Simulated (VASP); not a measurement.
Here is the system:

```
CELL_PARAMETERS angstrom
      0.00000     1.98016     1.98016
      1.98016     0.00000     1.98016
      1.98016     1.98016     0.00000
ATOMIC_POSITIONS crystal
  Li 0.00000 0.00000 0.00000
  H  0.50000 0.50000 0.50000
```

Calculation: optB88-vdW, VASP's PBE PAW potentials (set 64) (plane waves; VASP). Run with 520 eV cut-off, 11×11×11 Γ-centred mesh, Gaussian smearing of 0.050 eV, potentials Li_sv H.

### Question
Give the stress tensor in GPa (positive for a compressed cell).

### Answer

```
1.12  0.00  0.00
0.00  1.12  0.00
0.00  0.00  1.12
```
The pressure is its mean diagonal, 1.12 GPa.

The compound is LiH in the rock salt structure. This cell is one point of a volume scan, at 0.97 of the reference volume.
